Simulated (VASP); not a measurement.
A calculation with VASP 6.6.1 of Mg6NbCu (ASE script, Cartesian positions):

run.py

```python
from ase.calculators.vasp import Vasp
from ase.dft.bandgap import bandgap
from ase.io import read

atoms = read('Mg6NbCu.xyz')
calc = Vasp(
    directory='calc',
    xc='rpbe',
    pp='PBE',
    setups='recommended',
    prec='Accurate',
    encut=520,
    ediff=1e-06,
    ismear=0,
    sigma=0.02,
    lreal=False,
    lasph=True,
    nelm=80,
    algo='Normal',
    isif=2,
    lwave=False,
    lcharg=False,
    kpts=[6, 5, 5],
    gamma=True,
)
atoms.calc = calc

print('energy (eV):', atoms.get_potential_energy())
print('free energy (eV):', atoms.get_potential_energy(force_consistent=True))
print('forces (eV/A):')
print(atoms.get_forces())
print('stress (eV/A^3, Voigt):', atoms.get_stress())
print('Fermi level (eV):', calc.get_fermi_level())
gap, top, bottom = bandgap(calc)
print('band gap (eV):', gap, 'from (spin, k, band)', top, 'to', bottom)
```

Contents of Mg6NbCu.xyz:

```xyz
8
Lattice="4.8366060000 0.0000000000 0.0000000000 0.0000000000 3.0262720000 5.4042555000 0.0000000000 -3.0262720000 5.4042555000" Properties=species:S:1:pos:R:3 pbc="T T T"
Nb     2.4183030000      0.0000000000      7.3277273090
Cu     0.0000000000      0.0000000000      8.8229875293
Mg     2.4183030000      0.0000000000      1.8036054221
Mg     2.4183030000     -1.5580519290      4.5245507897
Mg     2.4183030000      1.5580519290      4.5245507897
Mg     0.0000000000      0.0000000000      3.5734990983
Mg     0.0000000000     -1.4602670282      6.3285561267
Mg     0.0000000000      1.4602670282      6.3285561267
```

Potentials or basis: VASP PAW PBE potentials, release 64 (Nb_sv, Cu, Mg).

Run with:

```bash
$ python run.py
```

The cell comes from a database or a generator and needn't be the stable form of this composition.

Write the same calculation in another form: native input, structure from a POSCAR.

As run:

File INCAR:

```
SYSTEM = Mg6NbCu
  PREC = Accurate
  ENCUT = 520
  EDIFF = 1E-6
  ISMEAR = 0
  SIGMA = 0.02
  LREAL = .False.
  LASPH = .True.
  NELM = 100
  ALGO = Fast
  ISIF = 2
  LWAVE = .False.
  LCHARG = .False.
  GGA = RP
```

KPOINTS

```
Automatic mesh
0
Gamma
  6 5 5
  0 0 0
```

File POSCAR:

```
Mg6NbCu
1.0
    4.8366060000      0.0000000000      0.0000000000
    0.0000000000      3.0262720000      5.4042555000
    0.0000000000     -3.0262720000      5.4042555000
Nb Cu Mg
1 1 6
Direct
    0.5000000000      0.6779590000      0.6779590000
    0.0000000000      0.8163000000      0.8163000000
    0.5000000000      0.1668690000      0.1668690000
    0.5000000000      0.1611890000      0.6760310000
    0.5000000000      0.6760310000      0.1611890000
    0.0000000000      0.3306190000      0.3306190000
    0.0000000000      0.3442510000      0.8267810000
    0.0000000000      0.8267810000      0.3442510000
```

Potentials or basis: VASP PAW PBE potentials, release 64 (Nb_sv, Cu, Mg).

Run with:

```console
$ cat potpaw_PBE.64/Nb_sv/POTCAR potpaw_PBE.64/Cu/POTCAR potpaw_PBE.64/Mg/POTCAR > POTCAR
$ mpirun -np 1 vasp_std > vasp.out
```

Both were run:

|  | ASE script, Cartesian positions | native input, structure from a POSCAR |
| --- | --- | --- |
| Pressure | 1.8 GPa | 1.9 GPa |
| Largest force | 0.087 eV/Å | 0.087 eV/Å |
| Band gap on the k mesh | none (metal or under the smearing width) | none (metal or under the smearing width) |

Keys that steer only the numerical path or the files written may differ.

Caveat: the PAW data sets were made with another functional, which shifts forces and pressure a little.
